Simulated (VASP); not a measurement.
Data:

```
LaTe2
1.0
    4.55600     0.00000     0.00000
    0.00000     4.55600     0.00000
    0.00000     0.00000     9.17600
Te La
4 2
Direct
  0.00000   0.00000   0.00000
  0.50000   0.50000   0.00000
  0.50000   0.00000   0.63800
  0.00000   0.50000   0.36200
  0.50000   0.00000   0.27500
  0.00000   0.50000   0.72500
```

These are PBEsol GGA, VASP's PBE PAW potentials (set 64) (plane waves; VASP) values and carry that method's errors. Numerical set-up: 300 eV cut-off, 5×5×3 Γ-centred mesh, Fermi-Dirac smearing of 0.14 eV, potentials Te La.

Problem. Give the energies of bands 13 to 26 at the high-symmetry points, in eV from the Fermi level.

Solution. 
```
band      Γ      X      M      Z      R      A
----  -----  -----  -----  -----  -----  -----
13    -4.42  -4.43  -5.63  -4.43  -4.00  -5.78
14    -4.34  -4.43  -5.63  -4.34  -4.00  -5.78
15    -4.34  -2.89  -3.45  -4.34  -3.34  -3.45
16    -3.31  -2.89  -3.45  -2.56  -3.34  -3.45
17    -2.30  -2.46  -3.08  -2.35  -2.99  -3.04
18    -2.20  -2.46  -3.08  -2.24  -2.99  -3.04
19    -2.20  -2.25  -2.48  -2.24  -2.35  -2.01
20    -1.18  -2.25  -2.48  -1.65  -2.35  -2.01
21    -1.18  -2.23  -1.69  -1.10  -2.08  -1.79
22    -0.36  -2.23  -1.69  -1.10  -2.08  -1.79
23    -0.24  -1.70   1.39   0.21  -0.99   1.51
24     0.69  -1.70   1.39   0.77  -0.99   1.52
25     0.69   1.47   1.56   0.77   1.47   1.52
26     1.03   1.47   1.57   0.81   1.47   1.52
```

It has no gap at this level: it comes out as a metal or semimetal.

The structure comes from a measured LaTe2 entry of the Crystallography Open Database, whose conditions weren't checked. The cell was not relaxed at this level.
